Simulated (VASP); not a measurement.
An input for Ansatz (written as the equivalent of a VASP run, and not itself run):

Ansatz 0.2 input:
```yaml
crystal:
  lattice:
    - [0.0000000, 2.8805905, 2.8805905]
    - [2.8805905, 0.0000000, 2.8805905]
    - [2.8805905, 2.8805905, 0.0000000]
  atoms:
    - { symbol: Cd, position: [0.0000000, 0.0000000, 0.0000000] }
    - { symbol: S, position: [0.2500000, 0.2500000, 0.2500000] }
kpoints:
  mp_grid: { grid: [7, 7, 7] }
hamiltonian:
  xc: lda
  pseudopotentials: { kind: paw }
scf:
  occupations: { method: gaussian, width: 0.05 }
  max_iter: 100
relax:
  max_steps: 30
  f_tol: 0.001
output: { forces: true, stress: true, eigenvalues: true }
```

Task: Translate this input to VASP (INCAR, KPOINTS, POSCAR, choice of POTCAR).

Result: Several could match; the one computed here: 
**KPOINTS**
```
Automatic
0
Gamma
  7 7 7
0 0 0
```

File POSCAR:
```
CdS
1.0
  0.0000000000   2.8805904508   2.8805904508
  2.8805904508   0.0000000000   2.8805904508
  2.8805904508   2.8805904508   0.0000000000
Cd S
1 1
Cartesian
  0.0000000000   0.0000000000   0.0000000000
  1.4402952254   1.4402952254   1.4402952254
```

**INCAR**
```
! general
SYSTEM  = CdS
PREC    = Accurate
ENCUT   = 400
LREAL   = F
LASPH   = T

! electronic loop
EDIFF   = 1E-8
NELM    = 100
ALGO    = Normal
LMAXMIX = 4

! smearing
ISMEAR  = 0
SIGMA   = 0.05

! ions
IBRION  = 1
NSW     = 30
ISIF    = 2
EDIFFG  = -0.001

! output
LWAVE   = F
LCHARG  = F
```

POTCAR, in this order: Cd S (LDA.64 set). Program: vasp_std.

What does not carry over: each code has its own PAW files, so the cut-off isn't converted (ENCUT is set for VASP's; basis.ecutwfc is left out, and Ansatz then takes the one that its files recommend); Ansatz stops its SCF on the density residual and VASP on the energy change (EDIFF); Ansatz's lda is the Perdew-Wang form, while the LDA potentials of VASP carry Perdew-Zunger's.

The compound is CdS in the zinc blende structure, a metastable form; wurtzite is the usual one. It was relaxed first. The start is the result of an earlier pass.
